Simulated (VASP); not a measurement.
Consider the following.

```
CELL_PARAMETERS angstrom
      3.54195     0.00000     0.00000
     -1.77098     3.06742     0.00000
      0.00000     0.00000    11.34302
ATOMIC_POSITIONS crystal
  Dy 0.00000 0.00000 0.00000
  Dy 0.00000 0.00000 0.50000
  Dy 0.33333 0.66667 0.25000
  Dy 0.66667 0.33333 0.75000
```

The numbers are results of PBE GGA, VASP's PBE PAW potentials (set 64) (plane waves; VASP), not measurements. Settings: 300 eV cut-off, 7×7×2 Γ-centred mesh, Gaussian smearing of 0.27 eV, potentials Dy.

At this cut-off the stress carries a Pulay error, which pulls relaxed volumes low. The run has a spin-polarised start.

Task: Give the stress tensor in GPa (positive for a compressed cell).

Result: 
```
2.35  0.00  0.00
0.00  2.35  0.00
0.00  0.00  3.08
```
The pressure is its mean diagonal, 2.59 GPa.

The structure comes from a computed database's Dy entry; how it stands against other phases isn't given here. The cell was not relaxed at this level.
